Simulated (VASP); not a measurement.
A run of VASP 6.6.1 is set up as follows.

POSCAR

```
SnO2                                    
1.0
    4.8301443207      0.0000000000      0.0000000000
    0.0000000000      4.8301443207      0.0000000000
    0.0000000000      0.0000000000      3.2422423935
  Sn              O             
     2     4
Direct
     0.5000000000000000    0.5000000000000000    0.5000000000000000
     0.0000000000000000    0.0000000000000000    0.0000000000000000
     0.1934471956203723    0.8065528043796277    0.5000000000000000
     0.8065528043796277    0.1934471956203723    0.5000000000000000
     0.3065528043796277    0.3065528043796277    0.0000000000000000
     0.6934471956203723    0.6934471956203723    0.0000000000000000
```

INCAR.step1

```
PREC = Accurate ; ENCUT = 450
EDIFF = 1E-6 ; ISMEAR = 0
SIGMA = 0.02 ; LREAL = False
LASPH = True ; NELM = 120
ALGO = Normal ; ISIF = 2
LWAVE = False ; LCHARG = True
GGA = PE ; KPAR = 4
```

The input KPOINTS.step1:

```
Automatic mesh
0
Gamma
  8 8 10
```

File INCAR.step2:

```
PREC = Accurate ; ENCUT = 450
EDIFF = 1E-6 ; ISMEAR = 0
SIGMA = 0.05 ; LREAL = False
LASPH = True ; NELM = 120
ALGO = Normal ; ISIF = 2
LWAVE = False ; LCHARG = False
GGA = PE ; KPAR = 4
ICHARG = 11
```

Contents of KPOINTS.step2:

```
path GXMGZRAZ,XR,MA
20
line-mode
reciprocal
 0.0000000000  0.0000000000  0.0000000000  G
 0.0000000000  0.5000000000  0.0000000000  X

 0.0000000000  0.5000000000  0.0000000000  X
 0.5000000000  0.5000000000  0.0000000000  M

 0.5000000000  0.5000000000  0.0000000000  M
 0.0000000000  0.0000000000  0.0000000000  G

 0.0000000000  0.0000000000  0.0000000000  G
 0.0000000000  0.0000000000  0.5000000000  Z

 0.0000000000  0.0000000000  0.5000000000  Z
 0.0000000000  0.5000000000  0.5000000000  R

 0.0000000000  0.5000000000  0.5000000000  R
 0.5000000000  0.5000000000  0.5000000000  A

 0.5000000000  0.5000000000  0.5000000000  A
 0.0000000000  0.0000000000  0.5000000000  Z

 0.0000000000  0.5000000000  0.0000000000  X
 0.0000000000  0.5000000000  0.5000000000  R

 0.5000000000  0.5000000000  0.0000000000  M
 0.5000000000  0.5000000000  0.5000000000  A
```

Potentials or basis: VASP PAW PBE potentials, release 64 (Sn_d, O).

Command:

```console
$ cat potpaw_PBE.64/Sn_d/POTCAR potpaw_PBE.64/O/POTCAR > POTCAR
$ cp INCAR.step1 INCAR
$ cp KPOINTS.step1 KPOINTS
$ mpirun -np 4 vasp_std > vasp.out
$ cp INCAR.step2 INCAR
$ cp KPOINTS.step2 KPOINTS
$ mpirun -np 4 vasp_std > vasp.out
```

What does it give for the band gap on the k mesh?

0.64 eV, direct.

Predict the band gap along the path.

0.64 eV, direct.

Levels at the corners of the path, in eV from the valence-band top:
| point | band 23 | band 24 | band 25 | band 26 | band 27 | band 28 | band 29 | band 30 |
| --- | --- | --- | --- | --- | --- | --- | --- | --- |
| Γ | -1.26 | -0.74 | -0.74 | 0.00 | 0.64 | 5.66 | 6.04 | 6.04 |
| X | -1.21 | -1.21 | -0.61 | -0.61 | 3.85 | 3.85 | 6.79 | 6.79 |
| X | -1.21 | -1.21 | -0.61 | -0.61 | 3.85 | 3.85 | 6.79 | 6.79 |
| M | -1.33 | -1.33 | -0.85 | -0.85 | 4.24 | 4.24 | 7.13 | 7.13 |
| M | -1.33 | -1.33 | -0.85 | -0.85 | 4.24 | 4.24 | 7.13 | 7.13 |
| Γ | -1.26 | -0.74 | -0.74 | 0.00 | 0.64 | 5.66 | 6.04 | 6.04 |
| Γ | -1.26 | -0.74 | -0.74 | 0.00 | 0.64 | 5.66 | 6.04 | 6.04 |
| Z | -1.52 | -1.52 | -1.18 | -1.18 | 5.56 | 5.56 | 9.35 | 9.35 |
| Z | -1.52 | -1.52 | -1.18 | -1.18 | 5.56 | 5.56 | 9.35 | 9.35 |
| R | -1.01 | -1.01 | -0.75 | -0.75 | 5.82 | 5.82 | 7.59 | 7.59 |
| R | -1.01 | -1.01 | -0.75 | -0.75 | 5.82 | 5.82 | 7.59 | 7.59 |
| A | -0.92 | -0.92 | -0.78 | -0.78 | 4.32 | 4.32 | 8.60 | 8.60 |
| A | -0.92 | -0.92 | -0.78 | -0.78 | 4.32 | 4.32 | 8.60 | 8.60 |
| Z | -1.52 | -1.52 | -1.18 | -1.18 | 5.56 | 5.56 | 9.35 | 9.35 |
| X | -1.21 | -1.21 | -0.61 | -0.61 | 3.85 | 3.85 | 6.79 | 6.79 |
| R | -1.01 | -1.01 | -0.75 | -0.75 | 5.82 | 5.82 | 7.59 | 7.59 |
| M | -1.33 | -1.33 | -0.85 | -0.85 | 4.24 | 4.24 | 7.13 | 7.13 |
| A | -0.92 | -0.92 | -0.78 | -0.78 | 4.32 | 4.32 | 8.60 | 8.60 |

Caveat: the log is that of the step along the path at fixed density, whose energy, stress, charges and moments have no meaning; spin-orbit coupling is left out, which moves the levels of the heavy elements. A hybrid or GW would open this gap; PBE tends to underestimate it.
